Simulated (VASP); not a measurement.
OSZICAR of a VASP run on Al:

### OSZICAR
```
       N       E                     dE             d eps       ncg     rms          rms(c)
DAV:   1     0.223438690080E+03    0.22344E+03   -0.57546E+04  1032   0.974E+02
DAV:   2    -0.213025549497E+03   -0.43646E+03   -0.40973E+03  1198   0.136E+02
DAV:   3    -0.240940334507E+03   -0.27915E+02   -0.26387E+02  1247   0.279E+01
DAV:   4    -0.241597190143E+03   -0.65686E+00   -0.64849E+00  1168   0.437E+00
DAV:   5    -0.241607198680E+03   -0.10009E-01   -0.99839E-02  1192   0.588E-01    0.105E+01
DAV:   6    -0.240796321684E+03    0.81088E+00   -0.96864E-02  1136   0.746E-01    0.610E+00
DAV:   7    -0.240205494000E+03    0.59083E+00   -0.24082E-01  1112   0.109E+00    0.869E-01
DAV:   8    -0.240199166555E+03    0.63274E-02   -0.42267E-03  1216   0.139E-01    0.858E-02
DAV:   9    -0.240199061109E+03    0.10545E-03   -0.65907E-05  1183   0.166E-02    0.158E-02
DAV:  10    -0.240199014645E+03    0.46465E-04   -0.88147E-07  1184   0.231E-03    0.210E-02
DAV:  11    -0.240199016305E+03   -0.16602E-05   -0.46318E-08   712   0.489E-04    0.236E-03
DAV:  12    -0.240199016100E+03    0.20487E-06   -0.41090E-09   647   0.175E-04    0.105E-04
DAV:  13    -0.240199016439E+03   -0.33840E-06   -0.10059E-09   613   0.636E-05    0.846E-05
DAV:  14    -0.240199016489E+03   -0.50875E-07   -0.93931E-11   597   0.280E-05
   1 F= -.24019902E+03 E0= -.24021665E+03  d E =0.528906E-01
 Found     1 degrees of freedom:
       N       E                     dE             d eps       ncg     rms          rms(c)
DAV:   1    -0.240198503333E+03    0.51311E-03   -0.25855E-02  1594   0.376E-01    0.520E-02
DAV:   2    -0.240198491013E+03    0.12320E-04   -0.98445E-04  1720   0.739E-02    0.308E-02
DAV:   3    -0.240198484148E+03    0.68643E-05   -0.42124E-05  1734   0.144E-02    0.180E-02
DAV:   4    -0.240198482436E+03    0.17120E-05   -0.68641E-06  1735   0.518E-03    0.812E-03
DAV:   5    -0.240198482540E+03   -0.10427E-06   -0.10497E-06  1767   0.214E-03    0.211E-03
DAV:   6    -0.240198482562E+03   -0.21398E-07   -0.52527E-08   885   0.530E-04
   2 F= -.24019848E+03 E0= -.24021611E+03  d E =0.528723E-01
       N       E                     dE             d eps       ncg     rms          rms(c)
DAV:   1    -0.240198602433E+03   -0.11989E-03   -0.92453E-02  1583   0.660E-01    0.982E-02
DAV:   2    -0.240198515685E+03    0.86747E-04   -0.36300E-03  1736   0.140E-01    0.597E-02
DAV:   3    -0.240198488302E+03    0.27383E-04   -0.16997E-04  1741   0.285E-02    0.339E-02
DAV:   4    -0.240198482047E+03    0.62551E-05   -0.26995E-05  1744   0.103E-02    0.150E-02
DAV:   5    -0.240198482487E+03   -0.43975E-06   -0.37457E-06  1788   0.410E-03    0.403E-03
DAV:   6    -0.240198482560E+03   -0.73330E-07   -0.18847E-07  1200   0.995E-04
   3 F= -.24019848E+03 E0= -.24021611E+03  d E =0.528723E-01
```

Problem. Which electronic solver shows in the log?

Solution. It is blocked Davidson (ALGO = Normal, or the opening steps of other solvers). The INCAR had ALGO = Normal.

Problem. Can the final energy be trusted as converged?

Solution. The run converged. It stopped with EDIFF = 1E-7, NELM = 100 (PBE GGA, plane waves, VASP's PBE PAW potentials (set 64)).

The cell is a supercell, built from Al (fcc).
